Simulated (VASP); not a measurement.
Given:

```xyz
3
Lattice="0.0000 2.9790 2.9790 2.9790 0.0000 2.9790 2.9790 2.9790 0.0000" Properties=species:S:1:pos:R:3 pbc="T T T"
Li     1.4895     1.4895     1.4895
Li     4.4685     4.4685     4.4685
Se     5.9580     5.9580     5.9580
```

Method: PBEsol GGA, VASP's PBE PAW potentials (set 64) (plane waves; VASP 6.6.1). Numerical set-up: 520 eV cut-off, Gaussian smearing of 0.050 eV, potentials Li_sv Se.

### Question
Estimate the band gap (along the path) with the smallest direct gap where there is one.

### Answer

```json
{
 "band gap (along the path)": "2.81 eV",
 "smallest direct gap (along the path)": "3.34 eV"
}
```

The compound is Li2Se in the antifluorite structure. It was relaxed first.
